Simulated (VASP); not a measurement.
An input for Quantum ESPRESSO's pw.x (written as the equivalent of a VASP run, and not itself run):

```
&CONTROL
  calculation = 'scf'
  pseudo_dir = './pseudo'
  outdir = './out'
  tprnfor = .true.
  tstress = .true.
/
&SYSTEM
  ibrav = 0
  nat = 3
  ntyp = 2
  ecutwfc = 72
  occupations = 'tetrahedra'
  input_dft = 'pw91'
/
&ELECTRONS
  conv_thr = 7.3e-09
  electron_maxstep = 100
/
ATOMIC_SPECIES
  Sn 118.710 Sn.upf
  S 32.060 S.upf
CELL_PARAMETERS angstrom
     1.8517080   -3.2072526    0.0000000
     1.8517080    3.2072526    0.0000000
     0.0000000    0.0000000    6.7357286
ATOMIC_POSITIONS crystal
  Sn   0.0000000  0.0000000  0.0000000
  S    0.3333330  0.6666670  0.2193005
  S    0.6666670  0.3333330  0.7806995
K_POINTS automatic
  8 8 4 0 0 0
```

### Question
Translate this input to VASP (INCAR, KPOINTS, POSCAR, choice of POTCAR).

### Answer
This is not unique; one that fits is 
**KPOINTS**
```
Automatic mesh
0
Gamma
8 8 4
0 0 0
```

**INCAR**
```
SYSTEM = SnS2
PREC = Accurate
ENCUT = 520
EDIFF = 1E-7
NELM = 100
ALGO = Normal
LREAL = .FALSE.
LASPH = .TRUE.
ISMEAR = -5
GGA = 91
LMAXMIX = 4
LWAVE = .FALSE.
LCHARG = .TRUE.
LORBIT = 11
NEDOS = 601
ISIF = 2
LEFG = .TRUE.
```

File POSCAR:
```
SnS2
13.4714570
  0.1374541725  -0.2380776318   0.0000000000
  0.1374541725   0.2380776318   0.0000000000
  0.0000000000   0.0000000000   0.5000000077
Sn S
1 2
Direct
  0.0000000000   0.0000000000   0.0000000000
  0.3333330000   0.6666670000   0.2193004981
  0.6666670000   0.3333330000   0.7806995019
```

POTCAR, in this order: Sn_d S (PBE.64 set). Program: vasp_std.

The two are equivalent in intent, not identical: the potentials are each code's own (VASP's PAW set, PseudoDojo norm-conserving files in pw.x), so ENCUT and ecutwfc are chosen apart and not converted; conv_thr bounds pw.x's estimated SCF error, while EDIFF bounds the energy change between steps; the field gradients of LEFG aren't asked of the other code.

The compound is SnS2 in the 1T layered structure. It was relaxed first, which changed the volume by +18 %.
